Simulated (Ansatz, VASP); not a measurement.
## Cross-check of H7C5SNO5 (H7C5SNO5 (P2_1/c)) between VASP and Ansatz

Wanted: the spread between two codes on one cell, functional and k mesh. The structure shown is the start of the Ansatz relaxation below; VASP solves that cell, so the two are compared at the walk's first step.

Calculated with Ansatz 0.2.0; plane waves, with VASP 6.6.1 beside it; single point at PBE with D3(BJ).

**1. Set-up**

The cell holds 152 atoms: 56 H, 40 C, 8 S, 8 N and 40 O. Its edges and angles: a = 10.550 Å, b = 10.864 Å, c = 13.643 Å, α = 90.0°, β = 97.2°, γ = 90.1°. It derives from H7C5SNO5 (P2_1/c), repeated 1×1×2. As first built, before any earlier steps moved the atoms (in the runner's words): H7C5SNO5, space group P2_1/c, measured structure (Crystallography Open Database), 1 x 1 x 2 conventional cells; every coordinate displaced by a Gaussian of 0.03 A; bonds to H set to neutron lengths (C-H 1.089, N-H 1.015, O-H 0.983, B-H 1.19 A) where the measured ones are shorter.

**2. Ansatz: relaxation, PBE with D3(BJ)**

Ansatz runs on its default PAW (the set named soft_2) files.

The two programs are compared at the cell with which this relaxation starts, whose forces are those of its first step.

input.yaml reads:

```yaml
crystal:
  lattice:
    - [10.55016, -0.00736, -0.05437]
    - [-0.00754, 10.86386, -0.00405]
    - [-1.63419, -0.00405, 13.54431]
  atoms:
    - { symbol: H, position: [0.9189, 0.39829, 0.1764] }
    - { symbol: H, position: [0.08172, 0.89681, 0.07327] }
    - { symbol: H, position: [0.08236, 0.60221, 0.32361] }
    - { symbol: H, position: [0.91947, 0.10356, 0.42588] }
    - { symbol: H, position: [0.13261, 0.34887, 0.44732] }
    - { symbol: H, position: [0.86879, 0.84905, 0.30262] }
    - { symbol: H, position: [0.86863, 0.65125, 0.05223] }
    - { symbol: H, position: [0.13343, 0.15125, 0.19748] }
    - { symbol: H, position: [0.39599, 0.26932, 0.14708] }
    - { symbol: H, position: [0.60475, 0.76961, 0.10371] }
    - { symbol: H, position: [0.60539, 0.73088, 0.35286] }
    - { symbol: H, position: [0.39641, 0.23057, 0.39688] }
    - { symbol: H, position: [0.74408, 0.53549, 0.17099] }
    - { symbol: H, position: [0.25631, 0.03439, 0.07861] }
    - { symbol: H, position: [0.25701, 0.46494, 0.32886] }
    - { symbol: H, position: [0.74493, 0.96589, 0.42042] }
    - { symbol: H, position: [0.51875, 0.45234, 0.15425] }
    - { symbol: H, position: [0.48173, 0.95219, 0.09575] }
    - { symbol: H, position: [0.48244, 0.54788, 0.34559] }
    - { symbol: H, position: [0.51953, 0.048, 0.40381] }
    - { symbol: H, position: [0.68169, 0.08155, 0.16036] }
    - { symbol: H, position: [0.31919, 0.58079, 0.09042] }
    - { symbol: H, position: [0.31986, 0.91879, 0.33975] }
    - { symbol: H, position: [0.68186, 0.41948, 0.40976] }
    - { symbol: H, position: [0.9007, 0.18061, 0.17322] }
    - { symbol: H, position: [0.10011, 0.6789, 0.07694] }
    - { symbol: H, position: [0.10078, 0.82, 0.32688] }
    - { symbol: H, position: [0.90097, 0.32151, 0.42274] }
    - { symbol: C, position: [0.72372, 0.43655, 0.16709] }
    - { symbol: C, position: [0.27681, 0.93557, 0.0828] }
    - { symbol: C, position: [0.27749, 0.56385, 0.33284] }
    - { symbol: C, position: [0.72443, 0.06472, 0.41647] }
    - { symbol: C, position: [0.60038, 0.38923, 0.1588] }
    - { symbol: C, position: [0.40021, 0.88873, 0.09132] }
    - { symbol: C, position: [0.40088, 0.61106, 0.34112] }
    - { symbol: C, position: [0.60101, 0.1115, 0.40825] }
    - { symbol: C, position: [0.58244, 0.25911, 0.15655] }
    - { symbol: C, position: [0.41829, 0.75869, 0.09395] }
    - { symbol: C, position: [0.41894, 0.74117, 0.34346] }
    - { symbol: C, position: [0.58287, 0.24153, 0.40599] }
    - { symbol: C, position: [0.69228, 0.18207, 0.16249] }
    - { symbol: C, position: [0.30851, 0.68125, 0.08809] }
    - { symbol: C, position: [0.30916, 0.8183, 0.33761] }
    - { symbol: C, position: [0.6926, 0.31903, 0.41182] }
    - { symbol: C, position: [0.81277, 0.23507, 0.17006] }
    - { symbol: C, position: [0.18794, 0.73378, 0.08022] }
    - { symbol: C, position: [0.18861, 0.76542, 0.33002] }
    - { symbol: C, position: [0.81319, 0.26658, 0.41941] }
    - { symbol: S, position: [0.15417, 0.36718, 0.11055] }
    - { symbol: S, position: [0.84681, 0.86734, 0.13983] }
    - { symbol: S, position: [0.84713, 0.6329, 0.38929] }
    - { symbol: S, position: [0.15481, 0.13286, 0.36028] }
    - { symbol: "N", position: [0.82662, 0.36016, 0.17242] }
    - { symbol: "N", position: [0.17398, 0.85881, 0.07752] }
    - { symbol: "N", position: [0.17467, 0.64034, 0.32758] }
    - { symbol: "N", position: [0.82722, 0.14153, 0.42183] }
    - { symbol: O, position: [0.29198, 0.37406, 0.15228] }
    - { symbol: O, position: [0.70877, 0.87486, 0.0989] }
    - { symbol: O, position: [0.70935, 0.62606, 0.3475] }
    - { symbol: O, position: [0.29238, 0.12576, 0.40257] }
    - { symbol: O, position: [0.14429, 0.41766, 0.99978] }
    - { symbol: O, position: [0.85838, 0.91823, 0.25059] }
    - { symbol: O, position: [0.85703, 0.58209, 0.49999] }
    - { symbol: O, position: [0.14562, 0.08217, 0.24956] }
    - { symbol: O, position: [0.07569, 0.45244, 0.16211] }
    - { symbol: O, position: [0.92547, 0.95194, 0.08769] }
    - { symbol: O, position: [0.92573, 0.5478, 0.33769] }
    - { symbol: O, position: [0.07548, 0.04797, 0.41157] }
    - { symbol: O, position: [0.10538, 0.23754, 0.10341] }
    - { symbol: O, position: [0.89442, 0.73747, 0.14678] }
    - { symbol: O, position: [0.89588, 0.76253, 0.39668] }
    - { symbol: O, position: [0.10667, 0.26256, 0.3529] }
    - { symbol: O, position: [0.46746, 0.20509, 0.14906] }
    - { symbol: O, position: [0.53333, 0.70511, 0.10163] }
    - { symbol: O, position: [0.53393, 0.79512, 0.35092] }
    - { symbol: O, position: [0.46783, 0.29507, 0.39864] }
    - { symbol: H, position: [0.91826, 0.39759, 0.6767] }
    - { symbol: H, position: [0.08122, 0.89697, 0.57393] }
    - { symbol: H, position: [0.08236, 0.6016, 0.82311] }
    - { symbol: H, position: [0.91889, 0.10281, 0.92641] }
    - { symbol: H, position: [0.13327, 0.34844, 0.94766] }
    - { symbol: H, position: [0.86722, 0.8486, 0.802] }
    - { symbol: H, position: [0.86726, 0.65127, 0.55215] }
    - { symbol: H, position: [0.13193, 0.15115, 0.69719] }
    - { symbol: H, position: [0.39512, 0.26932, 0.64655] }
    - { symbol: H, position: [0.60408, 0.76946, 0.60262] }
    - { symbol: H, position: [0.6053, 0.73064, 0.85356] }
    - { symbol: H, position: [0.39596, 0.23043, 0.89642] }
    - { symbol: H, position: [0.74372, 0.53497, 0.6711] }
    - { symbol: H, position: [0.25595, 0.03449, 0.57902] }
    - { symbol: H, position: [0.25713, 0.46448, 0.82857] }
    - { symbol: H, position: [0.74417, 0.96536, 0.92101] }
    - { symbol: H, position: [0.51821, 0.45221, 0.65412] }
    - { symbol: H, position: [0.48124, 0.9521, 0.59553] }
    - { symbol: H, position: [0.48251, 0.54761, 0.84573] }
    - { symbol: H, position: [0.51885, 0.04773, 0.90412] }
    - { symbol: H, position: [0.68054, 0.08118, 0.66028] }
    - { symbol: H, position: [0.31847, 0.58082, 0.5903] }
    - { symbol: H, position: [0.31956, 0.91839, 0.84] }
    - { symbol: H, position: [0.6817, 0.41903, 0.90953] }
    - { symbol: H, position: [0.89972, 0.17981, 0.67346] }
    - { symbol: H, position: [0.09948, 0.67913, 0.57741] }
    - { symbol: H, position: [0.10052, 0.81932, 0.82676] }
    - { symbol: H, position: [0.90067, 0.32069, 0.92282] }
    - { symbol: C, position: [0.72316, 0.43608, 0.66717] }
    - { symbol: C, position: [0.27634, 0.93565, 0.58312] }
    - { symbol: C, position: [0.27753, 0.5634, 0.83267] }
    - { symbol: C, position: [0.72376, 0.0642, 0.91687] }
    - { symbol: C, position: [0.59973, 0.38896, 0.65873] }
    - { symbol: C, position: [0.39969, 0.88871, 0.59128] }
    - { symbol: C, position: [0.40089, 0.61072, 0.84116] }
    - { symbol: C, position: [0.6004, 0.11114, 0.90851] }
    - { symbol: C, position: [0.58158, 0.25887, 0.65637] }
    - { symbol: C, position: [0.41768, 0.75866, 0.59376] }
    - { symbol: C, position: [0.41882, 0.74083, 0.84362] }
    - { symbol: C, position: [0.58243, 0.24119, 0.90601] }
    - { symbol: C, position: [0.69131, 0.18166, 0.66241] }
    - { symbol: C, position: [0.30786, 0.68129, 0.5881] }
    - { symbol: C, position: [0.30896, 0.81788, 0.83771] }
    - { symbol: C, position: [0.69227, 0.31855, 0.91178] }
    - { symbol: C, position: [0.81191, 0.23446, 0.67018] }
    - { symbol: C, position: [0.18735, 0.73391, 0.58056] }
    - { symbol: C, position: [0.18846, 0.76488, 0.82993] }
    - { symbol: C, position: [0.81279, 0.26592, 0.91954] }
    - { symbol: S, position: [0.15318, 0.36725, 0.61016] }
    - { symbol: S, position: [0.8456, 0.8672, 0.63919] }
    - { symbol: S, position: [0.84758, 0.63262, 0.88939] }
    - { symbol: S, position: [0.15376, 0.13251, 0.86001] }
    - { symbol: "N", position: [0.82594, 0.35953, 0.67259] }
    - { symbol: "N", position: [0.17347, 0.85896, 0.57797] }
    - { symbol: "N", position: [0.17463, 0.63979, 0.82732] }
    - { symbol: "N", position: [0.82666, 0.14087, 0.92219] }
    - { symbol: O, position: [0.29124, 0.37437, 0.65117] }
    - { symbol: O, position: [0.70816, 0.87426, 0.59653] }
    - { symbol: O, position: [0.7093, 0.62552, 0.84901] }
    - { symbol: O, position: [0.29176, 0.12527, 0.90107] }
    - { symbol: O, position: [0.14193, 0.41808, 0.49945] }
    - { symbol: O, position: [0.85416, 0.91766, 0.74998] }
    - { symbol: O, position: [0.85982, 0.58194, 0.0002] }
    - { symbol: O, position: [0.14251, 0.08192, 0.74919] }
    - { symbol: O, position: [0.07496, 0.45215, 0.66227] }
    - { symbol: O, position: [0.92514, 0.95227, 0.58824] }
    - { symbol: O, position: [0.92532, 0.54753, 0.83704] }
    - { symbol: O, position: [0.0752, 0.04756, 0.91192] }
    - { symbol: O, position: [0.10475, 0.2375, 0.60311] }
    - { symbol: O, position: [0.8938, 0.73752, 0.64659] }
    - { symbol: O, position: [0.89605, 0.76236, 0.89611] }
    - { symbol: O, position: [0.10576, 0.26229, 0.85323] }
    - { symbol: O, position: [0.46653, 0.205, 0.64877] }
    - { symbol: O, position: [0.53267, 0.70501, 0.6011] }
    - { symbol: O, position: [0.5338, 0.79486, 0.85136] }
    - { symbol: O, position: [0.46743, 0.29486, 0.89848] }
kpoints:
  mp_grid: { grid: [1, 1, 1] }
hamiltonian:
  xc: pbe
  dispersion: d3bj
scf:
  occupations: { method: fixed }
output:
  forces: true
  eigenvalues: true
  stress: true
relax:
  f_tol: 0.05
  max_steps: 70
```

Run with:

```
$ ansatz run input.yaml --threads 4 --pin off --max-ram 8192MiB --backend cpu --events-out ev --progress --plain --runs-dir out
```

Numbers of over 12 decimals in the logs are rounded to 6 here.

The log of the run:

```text
Warning: output.stress: scf.convergence.dr2_threshold = 1e-7 eV (the SCF's general default) is looser than the 1.08e-8 eV advised for a printed stress (1e-10 eV for each atom of the cell: 152, of which 108 are counted). What an SCF threshold leaves in a stress goes as its square root, and in the free energy as the threshold itself, and one threshold admits the most on a small cell: [figures from the program's tests c [...]
Engine: ansatz 0.2.0, x86_64-unknown-linux-gnu
Pseudopotentials: kind: paw
Pseudopotential: H, paw, valence charge 1, recommended cutoff 420 eV (normal), H.paw.azcp
Pseudopotential: C, paw, valence charge 4, recommended cutoff 420 eV (normal), C.paw.azcp
Pseudopotential: S, paw, valence charge 6, recommended cutoff 420 eV (normal), S.paw.azcp
Pseudopotential: N, paw, valence charge 5, recommended cutoff 420 eV (normal), N.paw.azcp
Pseudopotential: O, paw, valence charge 6, recommended cutoff 420 eV (normal), O.paw.azcp
Functional definition: PBE
  parameter kappa = 0.804
  parameter beta = 0.066725
  exchange = pbe_x(kappa = kappa, mu = beta*pi^2/3)
  correlation = pbe_c(beta = beta)
Crystal: 152 atoms, lattice volume = 1551.421 Å³
Basis set: ecut = 420 eV, 30341 PW (Γ), exchange–correlation on 144×150×192 points (8 copies of the dense FFT grid, shifted against one another)
Bands: 424, of which v1, the nominal top of the filled ones, is band 272 counted from 1 (271 counted from 0)
Symmetry: 1 space group operations
Space group: P1 (ITA 1), of the structure as read, at distance tolerance 1.2e-4 Å
k-points: 1
Non-local potential: H, projectors of the file, l = 0: 2, l = 1: 1
Non-local potential: C, projectors of the file, l = 0: 2, l = 1: 2, l = 2: 1
Non-local potential: S, projectors of the file, l = 0: 2, l = 1: 2, l = 2: 2
Non-local potential: N, projectors of the file, l = 0: 2, l = 1: 2, l = 2: 1
Non-local potential: O, projectors of the file, l = 0: 2, l = 1: 2, l = 2: 1
PAW form: soft (Blöchl's): semilocal exchange-correlation on the pseudo side does not see the compensation charge
PAW one-centre angular grid: H, 110 points (default); XC on 64 Gauss nodes
PAW one-centre angular grid: C, 110 points (default); XC on 64 Gauss nodes
PAW one-centre angular grid: S, 110 points (default); XC on 64 Gauss nodes
PAW one-centre angular grid: N, 110 points (default); XC on 64 Gauss nodes
PAW one-centre angular grid: O, 110 points (default); XC on 64 Gauss nodes
Initial density: superposition of atomic densities (neutral atoms: chi_scale 0, normalization atom), corrected by the library's trained network
Initial wavefunctions: pseudopotential atomic-orbital guess
Functional: x = pbe(κ = 0.804, μ = 0.219515), c = pbe(β = 0.066725)
SCF iter   1: F=—  HF=-43913.304028 eV  |F-HF|=—  |Δ(HF+E_count)|=         —  Δρ=3.90e-3  dr2=2.26e-1  ethr=1.77e-3  ⟨swp⟩=4.0  Hψ=1612  notcnv=0  defer=143
preconditioner: auto → Resta (q_TF=auto, 2.291 Å⁻¹)  ε∞=2.8  [insulator: Δε(μ)=3.845 eV  Ē_g=16.592 eV  n_scr=312 (ndim 8)  ℏωp=22.0 eV  f_vac=0.152  ε∞_Penn≈2.8]
SCF iter   2: F=—  HF=-43913.230569 eV  |F-HF|=—  |Δ(HF+E_count)|=   7.35e-2  Δρ=1.87e-3  dr2=3.53e-2  ethr=4.15e-5  ⟨swp⟩=2.0  Hψ=648  notcnv=0  defer=150
SCF iter   3: F=—  HF=-43913.254229 eV  |F-HF|=—  |Δ(HF+E_count)|=   2.37e-2  Δρ=8.42e-4  dr2=9.38e-3  ethr=6.48e-6  ⟨swp⟩=2.0  Hψ=480  notcnv=0  defer=150
SCF iter   4: F=—  HF=-43913.259393 eV  |F-HF|=—  |Δ(HF+E_count)|=   5.16e-3  Δρ=2.50e-4  dr2=9.98e-4  ethr=1.72e-6  ⟨swp⟩=2.0  Hψ=487  notcnv=0  defer=150
SCF iter   5: F=—  HF=-43913.259505 eV  |F-HF|=—  |Δ(HF+E_count)|=   1.12e-4  Δρ=1.07e-4  dr2=1.88e-4  ethr=1.83e-7  ⟨swp⟩=2.0  Hψ=542  notcnv=0  defer=150
SCF iter   6: F=-43913.259558 eV  HF=-43913.259561 eV  |F-HF|=2.86e-6  |Δ(HF+E_count)|=   5.56e-5  Δρ=4.02e-5  dr2=3.06e-5  ethr=1.15e-8  ⟨swp⟩=16.0  Hψ=2942  notcnv=0
SCF 1 converged in 6 iterations: F = -43913.259558 eV  dr2 = 3.06e-5
[...]
- { symbol: C, position: [0.814035, 0.236950, 0.167359] }
    - { symbol: C, position: [0.186674, 0.736449, 0.082292] }
    - { symbol: C, position: [0.187212, 0.763366, 0.332465] }
    - { symbol: C, position: [0.814557, 0.263726, 0.417488] }
    - { symbol: S, position: [0.157362, 0.366616, 0.111334] }
    - { symbol: S, position: [0.843514, 0.867099, 0.138756] }
    - { symbol: S, position: [0.843857, 0.633446, 0.388551] }
    - { symbol: S, position: [0.157925, 0.133093, 0.361262] }
    - { symbol: N, position: [0.829221, 0.360700, 0.170886] }
    - { symbol: N, position: [0.171553, 0.860162, 0.078694] }
    - { symbol: N, position: [0.171958, 0.639621, 0.328957] }
    - { symbol: N, position: [0.829652, 0.140005, 0.420937] }
    - { symbol: O, position: [0.294349, 0.376502, 0.150767] }
    - { symbol: O, position: [0.706531, 0.877138, 0.099410] }
    - { symbol: O, position: [0.706853, 0.623571, 0.349168] }
    - { symbol: O, position: [0.294687, 0.123312, 0.401293] }
    - { symbol: O, position: [0.143776, 0.416129, 1.001195] }
    - { symbol: O, position: [0.857412, 0.916847, 0.248880] }
    - { symbol: O, position: [0.857596, 0.583738, 0.498641] }
    - { symbol: O, position: [0.145196, 0.083357, 0.251159] }
    - { symbol: O, position: [0.078792, 0.449805, 0.162868] }
    - { symbol: O, position: [0.922414, 0.949967, 0.087104] }
    - { symbol: O, position: [0.922421, 0.550366, 0.336919] }
    - { symbol: O, position: [0.078694, 0.050081, 0.412498] }
    - { symbol: O, position: [0.111774, 0.237366, 0.105519] }
    - { symbol: O, position: [0.888460, 0.737780, 0.144587] }
    - { symbol: O, position: [0.889397, 0.762705, 0.394480] }
    - { symbol: O, position: [0.112692, 0.262322, 0.355174] }
    - { symbol: O, position: [0.471674, 0.210668, 0.147835] }
    - { symbol: O, position: [0.529061, 0.710966, 0.102250] }
    - { symbol: O, position: [0.529584, 0.789474, 0.352035] }
    - { symbol: O, position: [0.472205, 0.289281, 0.397888] }
    - { symbol: H, position: [0.920416, 0.397208, 0.675449] }
    - { symbol: H, position: [0.079200, 0.896989, 0.574649] }
    - { symbol: H, position: [0.080177, 0.602420, 0.824324] }
    - { symbol: H, position: [0.920912, 0.102841, 0.925488] }
    - { symbol: H, position: [0.136405, 0.347154, 0.950187] }
    - { symbol: H, position: [0.863871, 0.847616, 0.799566] }
    - { symbol: H, position: [0.864282, 0.652652, 0.549690] }
    - { symbol: H, position: [0.135710, 0.152125, 0.700023] }
    - { symbol: H, position: [0.400209, 0.274293, 0.645777] }
    - { symbol: H, position: [0.599080, 0.774540, 0.603339] }
    - { symbol: H, position: [0.600327, 0.725593, 0.854166] }
    - { symbol: H, position: [0.400977, 0.225291, 0.895905] }
    - { symbol: H, position: [0.748956, 0.534837, 0.671623] }
    - { symbol: H, position: [0.250929, 0.034712, 0.578152] }
    - { symbol: H, position: [0.251722, 0.464891, 0.828056] }
    - { symbol: H, position: [0.749193, 0.965143, 0.921891] }
    - { symbol: H, position: [0.524734, 0.454931, 0.655092] }
    - { symbol: H, position: [0.474937, 0.955011, 0.594482] }
    - { symbol: H, position: [0.475892, 0.544921, 0.844629] }
    - { symbol: H, position: [0.525155, 0.044830, 0.905222] }
    - { symbol: H, position: [0.681723, 0.086021, 0.656760] }
    - { symbol: H, position: [0.317218, 0.585968, 0.592914] }
    - { symbol: H, position: [0.318676, 0.913745, 0.843203] }
    - { symbol: H, position: [0.682890, 0.413875, 0.906772] }
    - { symbol: H, position: [0.899713, 0.181824, 0.669856] }
    - { symbol: H, position: [0.099460, 0.681580, 0.580079] }
    - { symbol: H, position: [0.100744, 0.817765, 0.830069] }
    - { symbol: H, position: [0.900662, 0.318254, 0.919867] }
    - { symbol: C, position: [0.727510, 0.437123, 0.666771] }
    - { symbol: C, position: [0.272151, 0.937029, 0.583032] }
    - { symbol: C, position: [0.273109, 0.562610, 0.832972] }
    - { symbol: C, position: [0.727958, 0.062819, 0.916929] }
    - { symbol: C, position: [0.604797, 0.391550, 0.658502] }
    - { symbol: C, position: [0.394759, 0.891558, 0.591159] }
    - { symbol: C, position: [0.395794, 0.608254, 0.841272] }
    - { symbol: C, position: [0.605338, 0.108283, 0.908632] }
    - { symbol: C, position: [0.585318, 0.262908, 0.655042] }
    - { symbol: C, position: [0.413979, 0.762941, 0.594575] }
    - { symbol: C, position: [0.415205, 0.736900, 0.844827] }
    - { symbol: C, position: [0.586110, 0.236895, 0.905112] }
    - { symbol: C, position: [0.693292, 0.185465, 0.659819] }
    - { symbol: C, position: [0.305857, 0.685405, 0.589908] }
    - { symbol: C, position: [0.307186, 0.814289, 0.840072] }
    - { symbol: C, position: [0.694240, 0.314437, 0.909866] }
    - { symbol: C, position: [0.813276, 0.236690, 0.667441] }
    - { symbol: C, position: [0.185991, 0.736532, 0.582440] }
    - { symbol: C, position: [0.187234, 0.762988, 0.832423] }
    - { symbol: C, position: [0.814120, 0.263311, 0.917482] }
    - { symbol: S, position: [0.156528, 0.366649, 0.611161] }
    - { symbol: S, position: [0.842538, 0.866966, 0.638432] }
    - { symbol: S, position: [0.844211, 0.633188, 0.888599] }
    - { symbol: S, position: [0.157168, 0.132794, 0.861145] }
    - { symbol: N, position: [0.828559, 0.360429, 0.671017] }
    - { symbol: N, position: [0.170953, 0.860256, 0.578915] }
    - { symbol: N, position: [0.172019, 0.639243, 0.828779] }
    - { symbol: N, position: [0.829160, 0.139589, 0.921098] }
    - { symbol: O, position: [0.293667, 0.376695, 0.650121] }
    - { symbol: O, position: [0.705872, 0.876684, 0.598107] }
    - { symbol: O, position: [0.706994, 0.623183, 0.849880] }
    - { symbol: O, position: [0.294141, 0.122905, 0.900547] }
[...]
- { symbol: O, position: [0.111182, 0.237325, 0.605409] }
    - { symbol: O, position: [0.887890, 0.737775, 0.644517] }
    - { symbol: O, position: [0.889650, 0.762490, 0.894119] }
    - { symbol: O, position: [0.112032, 0.262058, 0.855401] }
    - { symbol: O, position: [0.470879, 0.210660, 0.647642] }
    - { symbol: O, position: [0.528321, 0.710819, 0.601833] }
    - { symbol: O, position: [0.529635, 0.789190, 0.852310] }
    - { symbol: O, position: [0.471749, 0.289006, 0.897660] }
```

In the SCF lines HF is the Harris–Foulkes energy and dr2 the Hartree energy of the density residual, in eV; the loop may stop once dr2 is under the threshold and the program's other checks hold. Hψ counts applications of the Hamiltonian.

[end of part 1 of 2]

[Lines on the potential files, build, host, timing and source positions are cut from VASP's logs without a mark.]

[Logs are printed without paths, hosts, clocks, repeated set-up lines and the standing remarks that a program may print on its own settings, such as how far it seeks lower states.]

[Hosts, paths, dates, database ids (printed as entryN), source tags and the programs' standing remarks are cut or masked in the printed files.]
